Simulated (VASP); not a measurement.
Computed with PW91 GGA, VASP's PBE PAW potentials (set 64) (plane waves; VASP).

The input files of a VASP run:

POSCAR:
```
CdTe
1
    0.0000000000     3.3432440458     3.3432440458
    3.3432440458     0.0000000000     3.3432440458
    3.3432440458     3.3432440458     0.0000000000
Cd Te
1 1
Direct
  0.0000000000   0.0000000000   0.0000000000
  0.2500000000   0.2500000000   0.2500000000
```

File KPOINTS:
```
Automatic
0
gamma
  7 7 7
```

### INCAR
```
! general
SYSTEM =CdTe
PREC   =Accurate
ENCUT  =520
LREAL  =.FALSE.   ! projection in real space or not
LASPH  =.TRUE.   ! aspherical one-centre terms

! electronic loop
EDIFF  =1E-7
NELM   =100   ! most electronic steps
ALGO   =Normal   ! blocked Davidson
LMAXMIX=4   ! l cut-off of mixed one-centre charges

! smearing
ISMEAR =0
SIGMA  =0.05   ! width (eV)

! functional
GGA    =91   ! PW91

! ions
ISIF   =2   ! forces and stress, cell fixed

! output
LWAVE  =.FALSE.
LCHARG =.FALSE.
```

POTCAR, in this order: Cd Te (PBE.64 set). Program: vasp_std.

What VASP printed:

File OSZICAR:
```
       N       E                     dE             d eps       ncg     rms          rms(c)
DAV:   1     0.991978636437E+02    0.99198E+02   -0.81863E+03   520   0.118E+03
DAV:   2    -0.923836474861E+00   -0.10012E+03   -0.95229E+02   585   0.269E+02
DAV:   3    -0.506303252039E+01   -0.41392E+01   -0.41281E+01   610   0.576E+01
DAV:   4    -0.510455236067E+01   -0.41520E-01   -0.41516E-01   717   0.502E+00
DAV:   5    -0.510474199868E+01   -0.18964E-03   -0.18964E-03   625   0.290E-01    0.466E+00
DAV:   6    -0.486636469218E+01    0.23838E+00   -0.52403E-01   585   0.914E+00    0.394E+00
DAV:   7    -0.485200006504E+01    0.14365E-01   -0.10862E-01   575   0.239E+00    0.168E+00
DAV:   8    -0.485244317533E+01   -0.44311E-03   -0.93862E-03   545   0.133E+00    0.440E-01
DAV:   9    -0.485273264875E+01   -0.28947E-03   -0.10008E-03   600   0.348E-01    0.105E-01
DAV:  10    -0.485280915331E+01   -0.76505E-04   -0.12766E-04   578   0.111E-01    0.612E-02
DAV:  11    -0.485286025335E+01   -0.51100E-04   -0.88802E-05   535   0.603E-02    0.290E-02
DAV:  12    -0.485285898776E+01    0.12656E-05   -0.48109E-06   654   0.182E-02    0.147E-02
DAV:  13    -0.485285920156E+01   -0.21380E-06   -0.84040E-07   545   0.518E-03    0.882E-03
DAV:  14    -0.485285941600E+01   -0.21444E-06   -0.78847E-07   545   0.524E-03    0.429E-03
DAV:  15    -0.485285944009E+01   -0.24095E-07   -0.37119E-08   425   0.190E-03
   1 F= -.48528594E+01 E0= -.48528594E+01  d E =-.299658E-13
```

### OUTCAR
```
------------------------ aborting loop because EDIFF is reached ----------------------------------------
  FORCE on cell =-STRESS in cart. coord.  units (eV):
  Direction    XX          YY          ZZ          XY          YZ          ZX
  --------------------------------------------------------------------------------------
  Total       -0.4588233     -0.4588233     -0.4588233      0.0000000     -0.0000000     -0.0000000
  in kB       -9.8360743     -9.8360743     -9.8360743      0.0000000     -0.0000000     -0.0000000
  external PRESSURE =      -9.8360743 kB  Pullay stress =       0.0000000 kB
  volume of cell :       74.74
      direct lattice vectors                 reciprocal lattice vectors
     0.000000000  3.343244046  3.343244046    -0.149555340  0.149555340  0.149555340
     3.343244046  0.000000000  3.343244046     0.149555340 -0.149555340  0.149555340
     3.343244046  3.343244046  0.000000000     0.149555340  0.149555340 -0.149555340
  FREE ENERGIE OF THE ION-ELECTRON SYSTEM (eV)
  ---------------------------------------------------
  free  energy   TOTEN  =        -4.8528594401 eV

  energy  without entropy=       -4.8528594401  energy(sigma->0) =       -4.85285944
```
(Selected blocks of OUTCAR.)

The compound is CdTe in the zinc blende structure. This cell is one point of a volume scan, at 1.03 of the reference volume.
